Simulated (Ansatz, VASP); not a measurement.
# ZnO (zincite): VASP beside Ansatz, part 2 of 3

Aim: how closely do two programs agree when they are given the same cell, functional and k mesh? The cell is taken from a series of runs on this material, whose earlier steps may have relaxed, scaled, displaced or heated it; both programs get it as it stands.

VASP 6.6.1 and Ansatz 0.2.0.

So far: The starting structure; Ansatz: zone-centre phonons, LDA.

## 3. VASP: zone-centre phonons, LDA

Level of this step: LDA; plane waves and PAW (O, Zn) (VASP).

The same cell, functional (in two slightly different forms) and mesh now go to VASP, with its own data sets.

Lines of VASP's logs that name or quote its potential files are left out, and so is its time.

INCAR reads:

```
SYSTEM = ZnO
PREC = Accurate
ENCUT = 600
EDIFF = 1E-08
NELM = 120
ISMEAR = 0
SIGMA = 0.01
LREAL = .FALSE.
ALGO = Normal
GGA = PW92
NBANDS = 24
LORBIT = 11
LWAVE = .FALSE.
LCHARG = .FALSE.
ISIF = 2
IBRION = 8
LEPSILON = .TRUE.
LASPH = .TRUE.
GGA_COMPAT = .FALSE.
EFERMI = MIDGAP
KPAR = 2
```

POSCAR reads:

```
ZnO
1.0
    3.0745314022      0.0000000000      0.0000000000
   -1.5372657011      2.6626222991      0.0000000000
    0.0000000000      0.0000000000      4.9840513968
O Zn
2 2
Direct
    0.6666666666      0.3333333332      0.3781857747
    0.3333333332      0.6666666666      0.8781857747
    0.3333333332      0.6666666666      0.5008242253
    0.6666666666      0.3333333332      0.0008242253
```

KPOINTS reads:

```
Automatic mesh
0
Gamma
15 15 10
0 0 0
```

The projector-augmented-wave data sets are O and Zn (LDA family, release 64).

Command:

```sh
$ mpirun -np 2 vasp_std
```

The program printed:

```text
[banner, memory and clock lines left out]
running    2 mpi-ranks, on    1 nodes
 distrk:  each k-point on    1 cores,    2 groups
 distr:  one band on    1 cores,    1 groups

 POSCAR found type information on POSCAR O Zn
 POSCAR found :  2 types and       4 ions
|                                                                             |
|               ----> ADVICE to this user running VASP <----                  |
|                                                                             |
|     You enforced a specific xc type in the INCAR file but a different       |
|     [... a line on the potential file left out ...]
|     I HOPE YOU KNOW WHAT YOU ARE DOING!                                     |
|                                                                             |

 LDA part: xc-table for (Slater(with rela. corr.)+PW92), standard interpolation
 POSCAR, INCAR and KPOINTS ok, starting setup
 FFT: planning ... GRIDC
 FFT: planning ... GRID_SOFT
 FFT: planning ... GRID
 WAVECAR not read
 entering main loop
       N       E                     dE             d eps       ncg     rms          rms(c)
DAV:   1     0.298920636165E+03    0.29892E+03   -0.20405E+04  7968   0.253E+03
DAV:   2     0.417430710104E+01   -0.29475E+03   -0.28005E+03  8360   0.465E+02
DAV:   3    -0.236426777330E+02   -0.27817E+02   -0.27600E+02  8872   0.148E+02
DAV:   4    -0.240685209043E+02   -0.42584E+00   -0.42556E+00  9056   0.188E+01
DAV:   5    -0.240710226054E+02   -0.25017E-02   -0.25017E-02  8816   0.140E+00    0.190E+01
DAV:   6    -0.207616543221E+02    0.33094E+01   -0.79439E+00 12984   0.640E+01    0.124E+01
DAV:   7    -0.209135982005E+02   -0.15194E+00   -0.26477E+00  7840   0.173E+01    0.691E+00
DAV:   8    -0.208981123552E+02    0.15486E-01   -0.55046E-01 11448   0.721E+00    0.160E+00
DAV:   9    -0.208515653365E+02    0.46547E-01   -0.11349E-01 12168   0.668E+00    0.287E-01
DAV:  10    -0.208542156743E+02   -0.26503E-02   -0.37934E-02  7888   0.141E+00    0.127E-01
DAV:  11    -0.208539980551E+02    0.21762E-03   -0.89436E-04 12104   0.480E-01    0.235E-02
DAV:  12    -0.208540152337E+02   -0.17179E-04   -0.99140E-05 10640   0.220E-01    0.168E-02
DAV:  13    -0.208540119656E+02    0.32681E-05   -0.84694E-06 11240   0.814E-02    0.675E-03
DAV:  14    -0.208540119580E+02    0.75943E-08   -0.39752E-06  8584   0.166E-02    0.262E-03
DAV:  15    -0.208540118712E+02    0.86742E-07   -0.53466E-07 10080   0.111E-02    0.617E-04
DAV:  16    -0.208540118658E+02    0.54342E-08   -0.18412E-08  6016   0.263E-03
   1 F= -.20854012E+02 E0= -.20854012E+02  d E =0.000000E+00
 Linear response reoptimize wavefunctions to high precision
DAV:   1    -0.208540118654E+02    0.41655E-09   -0.10590E-08  7224   0.128E-03
DAV:   2    -0.208540118656E+02   -0.24011E-09   -0.21666E-09  4304   0.449E-04
DAV:   3    -0.208540118656E+02    0.37289E-10   -0.13215E-10  4200   0.952E-05
 Linear response G [H, r] |phi>, progress :
  Direction:   1
       N       E                     dE             d eps       ncg     rms
 LRF_COMMUTATOR internal error: the vector H(1)-e(1) S(1) |phi(0)> is not orthog
 onal to |phi(0)> (-1.066117047668000E-004,-3.102379464436922E-014)
RMM:   1    -0.887032648851E+02   -0.88703E+02    0.44399E+02 16079   0.124E+02
 LRF_COMMUTATOR internal error: the vector H(1)-e(1) S(1) |phi(0)> is not orthog
 onal to |phi(0)> (-1.095121032890362E-004,6.115594142208636E-014)
 LRF_COMMUTATOR internal error: the vector H(1)-e(1) S(1) |phi(0)> is not orthog
 onal to |phi(0)> (1.095113579244436E-004,4.122136659789888E-013)
 LRF_COMMUTATOR internal error: the vector H(1)-e(1) S(1) |phi(0)> is not orthog
 onal to |phi(0)> (-1.300315704430982E-004,-5.659535340374333E-014)
 LRF_COMMUTATOR internal error: the vector H(1)-e(1) S(1) |phi(0)> is not orthog
 onal to |phi(0)> (-1.052447216037533E-004,-4.253888907790326E-014)
 LRF_COMMUTATOR internal error: the vector H(1)-e(1) S(1) |phi(0)> is not orthog
 onal to |phi(0)> (1.052447215988345E-004,-7.713447935930873E-015)
RMM:   2    -0.924869133551E+02   -0.37836E+01   -0.11232E+01 11043   0.403E+01
 LRF_COMMUTATOR internal error: the vector H(1)-e(1) S(1) |phi(0)> is not orthog
 onal to |phi(0)> (-1.300315704477438E-004,-3.284872374109682E-014)
 LRF_COMMUTATOR internal error: the vector H(1)-e(1) S(1) |phi(0)> is not orthog
 onal to |phi(0)> (-1.095121033048568E-004,2.773302421044122E-014)
 LRF_COMMUTATOR internal error: the vector H(1)-e(1) S(1) |phi(0)> is not orthog
 onal to |phi(0)> (1.095113579324923E-004,4.014583804279326E-013)
 LRF_COMMUTATOR internal error: the vector H(1)-e(1) S(1) |phi(0)> is not orthog
 onal to |phi(0)> (-1.052447215969116E-004,-3.660266534311063E-014)
 LRF_COMMUTATOR internal error: the vector H(1)-e(1) S(1) |phi(0)> is not orthog
 onal to |phi(0)> (1.052447216010411E-004,-5.618769338688878E-015)
[...]
RMM:   1    -0.382944892310E+00   -0.38294E+00   -0.13397E+00 36435   0.520E+00
RMM:   2    -0.432836369303E+00   -0.49891E-01   -0.13694E-02 47534   0.126E+00    0.970E-01
RMM:   3    -0.425802701655E+00    0.70337E-02   -0.57665E-03 46589   0.526E-01    0.550E-01
RMM:   4    -0.432833318673E+00   -0.70306E-02   -0.68739E-03 47398   0.613E-01    0.399E-02
RMM:   5    -0.433418948358E+00   -0.58563E-03   -0.37005E-04 48147   0.132E-01    0.161E-02
[...]
RMM:  10    -0.438225603916E+00   -0.23516E-06    0.49961E-09 10680   0.129E-04    0.148E-05
RMM:  11    -0.438225580211E+00    0.23705E-07    0.79112E-10  5989   0.415E-05    0.624E-06
 change of polarisation eV/A/(eV/A) component  3 :    -0.101    -0.078     0.845
 dielectric tensor                  component  3 :    -0.447    -0.348     4.747
 Linear response DOF=           4
 Linear response progress:
  Degree of freedom:   1/  4
       N       E                     dE             d eps       ncg     rms          rms(c)
RMM:   1    -0.360920532097E+00   -0.36092E+00    0.59167E-01121012   0.449E+00
RMM:   2    -0.350454277566E+00    0.10466E-01   -0.12172E-02 76527   0.125E+00    0.301E-01
RMM:   3    -0.351858343063E+00   -0.14041E-02   -0.12328E-03 90559   0.280E-01    0.166E-01
RMM:   4    -0.353399332879E+00   -0.15410E-02   -0.37168E-04 78501   0.124E-01    0.220E-02
RMM:   5    -0.353422930551E+00   -0.23598E-04   -0.17377E-05 94660   0.299E-02    0.461E-03
RMM:   6    -0.353307415687E+00    0.11551E-03   -0.15814E-06 79562   0.900E-03    0.104E-03
RMM:   7    -0.353310208310E+00   -0.27926E-05   -0.15708E-07 96571   0.239E-03    0.330E-04
RMM:   8    -0.353307263554E+00    0.29448E-05    0.79195E-09 94043   0.464E-04    0.652E-05
RMM:   9    -0.353306127286E+00    0.11363E-05    0.57327E-09 87630   0.121E-04    0.217E-05
RMM:  10    -0.353306493360E+00   -0.36607E-06    0.13336E-09 85953   0.533E-05    0.531E-06
RMM:  11    -0.353306613243E+00   -0.11988E-06    0.31512E-09 95076   0.223E-05    0.260E-06
RMM:  12    -0.353306600468E+00    0.12776E-07    0.12342E-09 83035   0.916E-06    0.596E-07
RMM:  13    -0.353306598023E+00    0.24444E-08    0.77442E-10 49064   0.625E-06    0.235E-07
 first order change of Fermi-energy  -0.12615E+00
 force on displaced ion       1 direction 1 : -13.421  -0.000   0.000
 Born effective charge ion    1 direction 1 :  -2.011  -0.000   0.000
 Linear response progress:
  Degree of freedom:   2/  4
       N       E                     dE             d eps       ncg     rms          rms(c)
RMM:   1    -0.382545849941E+00   -0.38255E+00    0.60400E-01 25550   0.443E+00
RMM:   2    -0.371244496530E+00    0.11301E-01   -0.12277E-02 15984   0.126E+00    0.445E-01
RMM:   3    -0.372401275979E+00   -0.11568E-02   -0.17626E-03 17651   0.325E-01    0.224E-01
RMM:   4    -0.373669142477E+00   -0.12679E-02   -0.45731E-04 16332   0.152E-01    0.555E-02
RMM:   5    -0.373856143150E+00   -0.18700E-03   -0.47483E-05 19670   0.395E-02    0.124E-02
RMM:   6    -0.373695222995E+00    0.16092E-03   -0.86752E-06 17672   0.228E-02    0.440E-03
RMM:   7    -0.373711188950E+00   -0.15966E-04   -0.20280E-06 17578   0.682E-03    0.109E-03
RMM:   8    -0.373724361300E+00   -0.13172E-04   -0.10786E-06 18094   0.291E-03    0.669E-04
RMM:   9    -0.373715767363E+00    0.85939E-05    0.13138E-07 16191   0.100E-03    0.101E-04
RMM:  10    -0.373715170845E+00    0.59652E-06    0.36911E-08 20333   0.258E-04    0.673E-05
RMM:  11    -0.373715213755E+00   -0.42910E-07   -0.10941E-08 17577   0.902E-05    0.198E-05
RMM:  12    -0.373715149986E+00    0.63769E-07   -0.46376E-09 19946   0.299E-05    0.624E-06
RMM:  13    -0.373715207420E+00   -0.57434E-07   -0.12364E-09 18623   0.138E-05    0.155E-06
RMM:  14    -0.373715223345E+00   -0.15925E-07   -0.12512E-09 17637   0.716E-06    0.370E-07
RMM:  15    -0.373715224339E+00   -0.99414E-09   -0.57710E-10 10354   0.488E-06    0.185E-07
 first order change of Fermi-energy   0.21125E+00
 force on displaced ion       1 direction 3 :   0.000  -0.000 -17.835
 Born effective charge ion    1 direction 3 :   0.000   0.000  -2.068
 Linear response progress:
  Degree of freedom:   3/  4
       N       E                     dE             d eps       ncg     rms          rms(c)
RMM:   1    -0.210935351629E+00   -0.21094E+00    0.54675E-02102058   0.293E+00
RMM:   2    -0.208231562933E+00    0.27038E-02   -0.44447E-03 79510   0.699E-01    0.282E-01
RMM:   3    -0.208102964980E+00    0.12860E-03   -0.23967E-04 93596   0.119E-01    0.167E-01
RMM:   4    -0.207795987753E+00    0.30698E-03   -0.12080E-05 86648   0.357E-02    0.396E-03
RMM:   5    -0.207789980514E+00    0.60072E-05   -0.14728E-06 97658   0.764E-03    0.141E-03
RMM:   6    -0.207792116459E+00   -0.21359E-05   -0.32881E-07 90606   0.250E-03    0.285E-04
RMM:   7    -0.207791844433E+00    0.27203E-06    0.39858E-08 98372   0.541E-04    0.133E-04
RMM:   8    -0.207791512654E+00    0.33178E-06    0.28073E-08 97698   0.195E-04    0.306E-05
RMM:   9    -0.207791544248E+00   -0.31594E-07    0.11380E-08 98030   0.508E-05    0.832E-06
RMM:  10    -0.207791496064E+00    0.48184E-07    0.99888E-09 97629   0.154E-05    0.248E-06
RMM:  11    -0.207791490148E+00    0.59159E-08   -0.67288E-11 86901   0.669E-06    0.355E-07
 first order change of Fermi-energy   0.18357E+00
 force on displaced ion       3 direction 1 : -12.673   0.001   0.000
 Born effective charge ion    3 direction 1 :   2.010  -0.000  -0.000
 Linear response progress:
  Degree of freedom:   4/  4
       N       E                     dE             d eps       ncg     rms          rms(c)
RMM:   1    -0.224907783051E+00   -0.22491E+00    0.54571E-02 21625   0.302E+00
RMM:   2    -0.218823281164E+00    0.60845E-02   -0.55997E-03 16670   0.800E-01    0.274E-01
RMM:   3    -0.218480015617E+00    0.34327E-03    0.15705E-04 19055   0.150E-01    0.164E-01
RMM:   4    -0.218112587054E+00    0.36743E-03   -0.37091E-04 19721   0.103E-01    0.209E-02
RMM:   5    -0.218078460476E+00    0.34127E-04    0.43284E-05 20111   0.183E-02    0.565E-03
RMM:   6    -0.218092610505E+00   -0.14150E-04    0.62746E-06 20867   0.626E-03    0.240E-03
RMM:   7    -0.218097576657E+00   -0.49662E-05   -0.32618E-06 18441   0.259E-03    0.784E-04
RMM:   8    -0.218097683084E+00   -0.10643E-06   -0.15026E-07 20610   0.934E-04    0.201E-04
RMM:   9    -0.218097560976E+00    0.12211E-06   -0.10815E-06 20179   0.301E-04    0.620E-05
RMM:  10    -0.218097509165E+00    0.51811E-07    0.29271E-07 20090   0.859E-05    0.178E-05
RMM:  11    -0.218097549709E+00   -0.40544E-07   -0.11641E-07 19653   0.429E-05    0.296E-06
RMM:  12    -0.218097535149E+00    0.14560E-07   -0.14401E-08 20675   0.128E-05    0.144E-06
RMM:  13    -0.218097540498E+00   -0.53490E-08   -0.81014E-09 17131   0.625E-06    0.409E-07
 first order change of Fermi-energy  -0.21138E+00
 force on displaced ion       3 direction 3 :   0.000  -0.000 -17.686
 Born effective charge ion    3 direction 3 :   0.000   0.000   2.068
 Born effective charges drift removed
 Linear response finished
```

(Continued in part 3 of 3.)

[Lines on the potential files, build, host, timing and source positions are cut from VASP's logs without a mark.]

[Logs are printed without paths, hosts, clocks, repeated set-up lines and the standing remarks that a program may print on its own settings, such as how far it seeks lower states.]

[Hosts, paths, dates, database ids (printed as entryN), source tags and the programs' standing remarks are cut or masked in the printed files.]
